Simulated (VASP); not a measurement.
Input:

```
Bi
1.0
    4.42776    -2.30177     0.07074
    4.42776     2.30177     0.07074
    3.17074     0.00000     3.85417
Bi
2
Direct
  0.23108   0.23108   0.23108
  0.76892   0.76892   0.76892
```

All values below come from RPBE GGA, VASP's PBE PAW potentials (set 64) (plane waves; VASP). Numerical set-up: 520 eV cut-off, Gaussian smearing of 0.050 eV, potentials Bi_d.

Give the energies of bands 13 to 18 at the high-symmetry points, in eV from the Fermi level.

| band | Γ | T | H2 | L | S0 | F |
|---|---|---|---|---|---|---|
| 13 | -1.47 | -0.82 | -3.58 | -1.57 | -3.83 | -4.09 |
| 14 | -0.94 | -0.49 | -3.48 | -1.20 | -2.25 | -2.69 |
| 15 | -0.94 | -0.49 | -0.57 | -0.34 | -2.20 | -2.44 |
| 16 | 2.17 | 0.91 | 0.94 | -0.09 | 2.58 | 2.41 |
| 17 | 2.74 | 1.04 | 4.66 | 0.67 | 2.88 | 4.43 |
| 18 | 2.74 | 1.04 | 4.67 | 1.36 | 4.96 | 5.28 |

It has no gap at this level: it comes out as a metal or semimetal.

The compound is Bi in the a7 structure. It was relaxed first, which changed the volume by +9 %.
